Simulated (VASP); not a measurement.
Set up this calculation in VASP 6.6.1, as the native input.

```
Task                   : single point
Functional             : PBE
Potentials or basis    : VASP PAW PBE potentials, release 64 (Zn, P)
Cutoff                 : 520 eV
k mesh                 : 7 × 7 × 7
Occupations            : fermi-dirac, width 0.05 eV
Spin                   : no spin polarisation
Further INCAR settings : ALGO = Normal; EDIFF = 1e-07; NBANDS = 28
```

The structure of Zn3P lies in POSCAR:

```
Zn3P
1.0
    3.9755180000      0.0000000000      0.0000000000
    0.0000000000      3.9755180000      0.0000000000
    0.0000000000      0.0000000000      3.9755180000
Zn P
3 1
Direct
    0.5000000000      0.5000000000      0.0000000000
    0.5000000000      0.0000000000      0.5000000000
    0.0000000000      0.5000000000      0.5000000000
    0.0000000000      0.0000000000      0.0000000000
```

The cell comes from a database or a generator and needn't be the stable form of this composition.

One way to write it, as run:

INCAR

```
PREC     = Accurate       # precision mode
ENCUT    = 520            # plane-wave cutoff, eV
EDIFF    = 1E-7           # SCF threshold, eV
ISMEAR   = -1             # smearing method
SIGMA    = 0.05           # smearing width, eV
LREAL    = F              # projectors in reciprocal space
LASPH    = T              # aspherical terms in the spheres
NELM     = 60             # most SCF steps
ALGO     = Normal         # electronic algorithm
ISIF     = 2              # what is computed and relaxed
LWAVE    = F              # write WAVECAR
LCHARG   = T              # write CHGCAR
GGA      = PE             # functional
LELF     = T              # ELF
LVHAR    = T            
NBANDS   = 28             # bands
```

KPOINTS

```
Automatic mesh
0
Gamma
  7 7 7
```

Potentials or basis: VASP PAW PBE potentials, release 64 (Zn, P).

Launch:

```bash
$ cat potpaw_PBE.64/Zn/POTCAR potpaw_PBE.64/P/POTCAR > POTCAR
$ mpirun -np 1 vasp_std > vasp.out
```

Results of the run:

```json
{
 "Pressure": "-0.7 GPa",
 "Band gap on the k mesh": "none (metal or under the smearing width)"
}
```

It took 39 s on 1 thread of AMD EPYC 7R43 64-Core Processor (Zen 3) (shared host), peak memory 0.14 GiB.
